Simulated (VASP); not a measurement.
```
MgZn3S4
1.0
    5.42647     0.00000     0.00000
    0.00000     5.42647     0.00000
    0.00000     0.00000     5.42647
Mg Zn S
1 3 4
Direct
  0.50000   0.50000   0.50000
  0.00000   0.00000   0.50000
  0.50000   0.00000   0.00000
  0.00000   0.50000   0.00000
  0.75686   0.75686   0.24314
  0.75686   0.24314   0.75686
  0.24314   0.24314   0.24314
  0.24314   0.75686   0.75686
```

Level of theory: PBEsol GGA, VASP's PBE PAW potentials (set 64) (plane waves; VASP). Run with 400 eV cut-off, Gaussian smearing of 0.050 eV, potentials Mg Zn S.

Q: Give the energies of bands 23 to 36 at the high-symmetry points, in eV from the valence-band maximum.

A: 
```csv
band,Γ,X,M,R
23,-2.06,-2.71,-3.31,-4.32
24,-2.06,-2.56,-2.68,-0.89
25,-2.06,-2.56,-2.21,-0.89
26,-2.00,-2.56,-2.21,-0.79
27,-2.00,-2.00,-2.12,-0.79
28,-2.00,-1.32,-0.86,-0.79
29,0.00,-1.32,-0.80,-0.66
30,0.00,-0.90,-0.77,-0.66
31,0.00,-0.90,-0.77,-0.66
32,2.31,4.41,4.84,3.32
33,3.29,4.51,4.84,3.32
34,3.29,4.76,5.23,3.32
35,3.29,5.09,5.65,4.83
36,4.02,5.51,6.35,6.70
```

The gap is direct, 2.31 eV, from the valence maximum at Γ to the conduction minimum at Γ.

The structure comes from a computed database's MgZn3S4 entry (P-43m); how it stands against other phases isn't given here. It was relaxed first.
